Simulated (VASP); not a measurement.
Computed with LDA (Ceperley-Alder, Perdew-Zunger), VASP's LDA PAW potentials (set 64) (plane waves; VASP).

VASP ran on this input.

### POSCAR
```
Li
1.0
  0.0000000000   2.1146379867   2.1146379867
  2.1146379867   0.0000000000   2.1146379867
  2.1146379867   2.1146379867   0.0000000000
Li
1
Direct
  1.0000000000   0.0000000000   0.0000000000
```

**INCAR**
```
# general
SYSTEM = Li
PREC   = Accurate
ENCUT  = 520
LREAL  = .FALSE.
LASPH  = .TRUE.

# electronic loop
EDIFF  = 1E-6
NELM   = 100
ALGO   = Normal

# smearing
ISMEAR = 1
SIGMA  = 0.1

# ions
IBRION = 2
NSW    = 60
ISIF   = 3
EDIFFG = -0.01

# output
LWAVE  = .FALSE.
LCHARG = .FALSE.
```

KPOINTS:
```
Automatic mesh
0
Gamma
13 13 13
0 0 0
```

POTCAR, in this order: Li_sv (LDA.64 set). Program: vasp_std.

Output of the run:

### OSZICAR
```
       N       E                     dE             d eps       ncg     rms          rms(c)
DAV:   1     0.390717026076E+00    0.39072E+00   -0.68397E+02   850   0.407E+02
DAV:   2    -0.192992475361E+01   -0.23206E+01   -0.22556E+01  1225   0.582E+01
DAV:   3    -0.204118341673E+01   -0.11126E+00   -0.11106E+00  1040   0.870E+00
DAV:   4    -0.204370795720E+01   -0.25245E-02   -0.25236E-02  1085   0.126E+00
DAV:   5    -0.204377217111E+01   -0.64214E-04   -0.64214E-04  1035   0.126E-01    0.198E-01
DAV:   6    -0.204289958264E+01    0.87259E-03   -0.43879E-04  1445   0.133E-01    0.115E-01
DAV:   7    -0.204250071758E+01    0.39887E-03   -0.10736E-03  1580   0.207E-01    0.339E-02
DAV:   8    -0.204250145547E+01   -0.73789E-06   -0.17713E-05   940   0.610E-02    0.295E-03
DAV:   9    -0.204250178800E+01   -0.33252E-06   -0.19500E-06   810   0.187E-02
   1 F= -.20425018E+01 E0= -.20422732E+01  d E =-.204250E+01
```

OUTCAR:
```
------------------------ aborting loop because EDIFF is reached ----------------------------------------
  FORCE on cell =-STRESS in cart. coord.  units (eV):
  Direction    XX          YY          ZZ          XY          YZ          ZX
  --------------------------------------------------------------------------------------
  Total       -0.0053943     -0.0053943     -0.0053943     -0.0000000      0.0000000     -0.0000000
  in kB       -0.4569938     -0.4569938     -0.4569938     -0.0000000      0.0000000     -0.0000000
  external PRESSURE =      -0.4569938 kB  Pullay stress =       0.0000000 kB
  volume of cell :       18.91
      direct lattice vectors                 reciprocal lattice vectors
     0.000000000  2.114637987  2.114637987    -0.236447091  0.236447091  0.236447091
     2.114637987  0.000000000  2.114637987     0.236447091 -0.236447091  0.236447091
     2.114637987  2.114637987  0.000000000     0.236447091  0.236447091 -0.236447091
 POSITION                                       TOTAL-FORCE (eV/Angst)
 -----------------------------------------------------------------------------------
      0.00000      0.00000      0.00000         0.000000      0.000000     -0.000000
 -----------------------------------------------------------------------------------
    total drift:                               -0.000000     -0.000000     -0.000000
  FREE ENERGIE OF THE ION-ELECTRON SYSTEM (eV)
  ---------------------------------------------------
  free  energy   TOTEN  =        -2.0425017880 eV

  energy  without entropy=       -2.0418160518  energy(sigma->0) =       -2.04227321

 reached required accuracy - stopping structural energy minimisation
```
(Selected blocks of OUTCAR.)

The structure comes from a computed database's Li entry (Fm-3m); how it stands against other phases isn't given here. It was relaxed first, which changed the volume by -7 %. The start is the result of an earlier pass.
